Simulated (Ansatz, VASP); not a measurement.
## C: VASP beside Ansatz

Aim: how closely do two programs agree when they are given the same cell, functional and k mesh? The cell is taken from a series of VASP runs on this material, whose earlier steps may have relaxed, scaled or displaced it; both programs get it as it stands.

Main program and level: Ansatz 0.2.0; plane waves, with VASP 6.6.1 beside it; band structure at HSE06.

### Step 1. Starting point

The structure is cubic, space group Fd-3m (No. 227). The conventional cell has a = 3.567 Å, b = 3.567 Å, c = 3.567 Å, α = 90.00°, β = 90.00°, γ = 90.00°. C has 4 C at 1.54 Å nearest.

### Step 2. VASP: band structure, HSE06

Levels along a path test the potential and the projectors away from the mesh points.

Lines of VASP's logs that name or quote its potential files are left out, and so is its time.

The run reads the wave functions of an earlier VASP run, which isn't shown here.

File INCAR:

```
SYSTEM = C
PREC = Accurate
ENCUT = 520
EDIFF = 1E-06
NELM = 100
ISMEAR = 0
SIGMA = 0.02
LREAL = .FALSE.
ALGO = Normal
LHFCALC = .TRUE.
AEXX = 0.25
GGA = PE
HFSCREEN = 0.2
LASPH = .TRUE.
NBANDS = 10
PRECFOCK = Fast
LORBIT = 11
LWAVE = .FALSE.
LCHARG = .FALSE.
KPAR = 4
ISIF = 2
```

File POSCAR:

```
C
1.0
    0.0000000000      1.7833700000      1.7833700000
    1.7833700000      0.0000000000      1.7833700000
    1.7833700000      1.7833700000      0.0000000000
C
2
Direct
    0.5000000000      0.5000000000      0.5000000000
    0.7500000000      0.7500000000      0.7500000000
```

File KPOINTS:

```
Automatic mesh
0
Gamma
8 8 8
0 0 0
```

File KPOINTS_OPT:

```
Line mode
8
Line-mode
Reciprocal
  0.00000000   0.00000000   0.00000000 GAMMA
  0.50000000   0.00000000   0.50000000 X

  0.50000000   0.00000000   0.50000000 X
  0.50000000   0.25000000   0.75000000 W

  0.50000000   0.25000000   0.75000000 W
  0.37500000   0.37500000   0.75000000 K

  0.37500000   0.37500000   0.75000000 K
  0.00000000   0.00000000   0.00000000 GAMMA

  0.00000000   0.00000000   0.00000000 GAMMA
  0.50000000   0.50000000   0.50000000 L

  0.50000000   0.50000000   0.50000000 L
  0.62500000   0.25000000   0.62500000 U

  0.62500000   0.25000000   0.62500000 U
  0.50000000   0.25000000   0.75000000 W

  0.50000000   0.25000000   0.75000000 W
  0.50000000   0.50000000   0.50000000 L

  0.50000000   0.50000000   0.50000000 L
  0.37500000   0.37500000   0.75000000 K

  0.62500000   0.25000000   0.62500000 U
  0.50000000   0.00000000   0.50000000 X
```

PAW data sets: C (PBE family, release 64).

The run is started by

```console
mpirun -np 4 vasp_std
```

Numbers of over 12 decimals in the logs are rounded to 6 here.

The log of the run:

```text
[banner, memory and clock lines left out]
running    4 mpi-ranks, on    1 nodes
 distrk:  each k-point on    1 cores,    4 groups
 distr:  one band on    1 cores,    1 groups

 POSCAR found type information on POSCAR C
 POSCAR found :  1 types and       2 ions
 LDA part: xc-table for (Slater+PW92), standard interpolation
 found WAVECAR, reading the header
 POSCAR, INCAR and KPOINTS ok, starting setup
 FFT: planning ... GRIDC
 FFT: planning ... GRID_SOFT
 FFT: planning ... GRID
 reading WAVECAR
 the WAVECAR file was read successfully
 initial charge from wavefunction
 entering main loop
       N       E                     dE             d eps       ncg     rms          rms(c)
DAV:   1    -0.210879903159E+02   -0.21088E+02   -0.28560E-01   600   0.416E+00    0.717E-01
DAV:   2    -0.210883274069E+02   -0.33709E-03   -0.14166E-03   622   0.319E-01    0.448E-01
DAV:   3    -0.210877603714E+02    0.56704E-03   -0.36749E-04   610   0.158E-01    0.242E-01
DAV:   4    -0.210876069427E+02    0.15343E-03   -0.11279E-04   590   0.911E-02    0.129E-01
DAV:   5    -0.210875653473E+02    0.41595E-04   -0.26832E-05   604   0.449E-02    0.696E-02
DAV:   6    -0.210875533448E+02    0.12002E-04   -0.64262E-06   602   0.225E-02    0.376E-02
DAV:   7    -0.210875497990E+02    0.35458E-05   -0.16019E-06   558   0.115E-02    0.203E-02
DAV:   8    -0.210875488172E+02    0.98182E-06   -0.36408E-07   290   0.571E-03
   1 F= -.21087549E+02 E0= -.21087549E+02  d E =-.451937E-30
 Start KPOINTS_OPT (optional k-point list driver)
k-point batch [1-29\80]
       N       E                     dE             ncg
DAV:   1     0.398724708755E+03   -0.11006E+05      596
DAV:   2    -0.202504385657E+03   -0.60123E+03      700
DAV:   3    -0.221602921472E+03   -0.19099E+02      670
DAV:   4    -0.221752973094E+03   -0.15005E+00      670
DAV:   5    -0.221753276392E+03   -0.30330E-03      652
DAV:   6    -0.221753276841E+03   -0.44884E-06      636
[...]
k-point batch [59-80\80]
       N       E                     dE             ncg
DAV:   1     0.328677213573E+04   -0.89618E+04      472
DAV:   2     0.279538990436E+04   -0.49138E+03      520
DAV:   3     0.278119503933E+04   -0.14195E+02      552
DAV:   4     0.278109503248E+04   -0.10001E+00      550
DAV:   5     0.278109488122E+04   -0.15126E-03      538
DAV:   6     0.278109488104E+04   -0.18710E-06      526
```

Parts of OUTCAR (step 2):

```text
ion  position               nearest neighbor table
   1  0.500  0.500  0.500-   2 1.54   2 1.54   2 1.54   2 1.54
   2  0.750  0.750  0.750-   1 1.54   1 1.54   1 1.54   1 1.54

  LATTYP: Found a face centered cubic cell.
 ALAT       =     3.5667400000

 Subroutine GETGRP returns: Found 48 space group operations
 (whereof 24 operations were pure point group operations)

The static configuration has the point symmetry T_d .
 The point group associated with its full space group is O_h .

 Found     29 irreducible k-points:

   k-points           NKPTS =     29   k-points in BZ     NKDIM =    512   number of bands    NBANDS=     10

   dimension x,y,z NGX =    20 NGY =   20 NGZ =   20
   dimension x,y,z NGXF=    40 NGYF=   40 NGZF=   40

   ENCUT  =  520.0 eV  38.22 Ry    6.18 a.u.   4.69  4.69  4.69*2*pi/ulx,y,z

   NELECT =       8.0000    total number of electrons

 k-points in reciprocal lattice and weights: Automatic mesh
   0.00000000  0.00000000  0.00000000       0.002
   0.12500000  0.00000000  0.00000000       0.016
   0.25000000  0.00000000  0.00000000       0.016
   0.37500000  0.00000000  0.00000000       0.016
   0.50000000  0.00000000  0.00000000       0.008
   0.12500000  0.12500000  0.00000000       0.012
   0.25000000  0.12500000  0.00000000       0.047
   0.37500000  0.12500000  0.00000000       0.047
   0.50000000  0.12500000  0.00000000       0.047
[...]
-0.37500000  0.50000000  0.12500000       0.023
  -0.25000000  0.50000000  0.25000000       0.012

  exchange ACFDT corr.  =         0.00000000  see jH, gK, PRB 81, 115126

 average (electrostatic) potential at core
       1 -41.6365       2 -41.6365

 E-fermi :   9.2570

 k-point     1 :       0.0000    0.0000    0.0000
  band No.  band energies     occupation
      1     -14.4407      2.00000
      2       9.1018      2.00000
      3       9.1018      2.00000
      4       9.1018      2.00000
      5      16.0938      0.00000
      6      16.0938      0.00000
      7      16.0938      0.00000
      8      24.3872      0.00000
      9      29.9682      0.00000
    ...

 k-point     2 :       0.1250    0.0000    0.0000
  band No.  band energies     occupation
      1     -13.9729      2.00000
      2       6.4922      2.00000
      3       8.4075      2.00000
      4       8.4075      2.00000
      5      17.0151      0.00000
      6      17.0151      0.00000
      7      17.4178      0.00000
      8      24.7882      0.00000
      9      30.7097      0.00000
    ...

 k-point     3 :       0.2500    0.0000    0.0000
  band No.  band energies     occupation
      1     -12.5838      2.00000
      2       1.8833      2.00000
      3       7.2093      2.00000
      4       7.2093      2.00000
      5      18.4665      0.00000
      6      18.4665      0.00000
      7      18.7440      0.00000
      8      25.7808      0.00000
      9      31.5903      0.00000
    ...

  Total       -0.5206114     -0.5206114     -0.5206114     -0.0000000      0.0000000      0.0000000
  in kB      -73.5309020    -73.5309020    -73.5309020     -0.0000000      0.0000000      0.0000000
  external PRESSURE =     -73.5309020 kB  Pullay stress =       0.0000000 kB

  energy-cutoff  :      520.00
  volume of cell :       11.34
      direct lattice vectors                 reciprocal lattice vectors
     0.000000000  1.783370000  1.783370000    -0.280368067  0.280368067  0.280368067
     1.783370000  0.000000000  1.783370000     0.280368067 -0.280368067  0.280368067
     1.783370000  1.783370000  0.000000000     0.280368067  0.280368067 -0.280368067

 POSITION                                       TOTAL-FORCE (eV/Angst)
 -----------------------------------------------------------------------------------
      1.78337      1.78337      1.78337         0.000000      0.000000      0.000000
      2.67505      2.67505      2.67505        -0.000000     -0.000000     -0.000000
 -----------------------------------------------------------------------------------
    total drift:                               -0.000000     -0.000000     -0.000000

  FREE ENERGIE OF THE ION-ELECTRON SYSTEM (eV)
  ---------------------------------------------------
  free  energy   TOTEN  =       -21.0875488172 eV

  energy  without entropy=      -21.0875488172  energy(sigma->0) =      -21.08754882

 total charge
# of ion       s       p       d       tot
------------------------------------------
    1        0.834   1.742   0.000   2.576
    2        0.834   1.742   0.000   2.576
--------------------------------------------------
tot          1.668   3.483   0.000   5.151

[... 3 further parts left out ...]
```

The run ends at a pressure of -7.35 GPa.

(Part 1 of 2 ends here.)

[Lines on the potential files, build, host, timing and source positions are cut from VASP's logs without a mark.]

[Logs are printed without paths, hosts, clocks, repeated set-up lines and the standing remarks that a program may print on its own settings, such as how far it seeks lower states.]

[Hosts, paths, dates, database ids (printed as entryN), source tags and the programs' standing remarks are cut or masked in the printed files.]
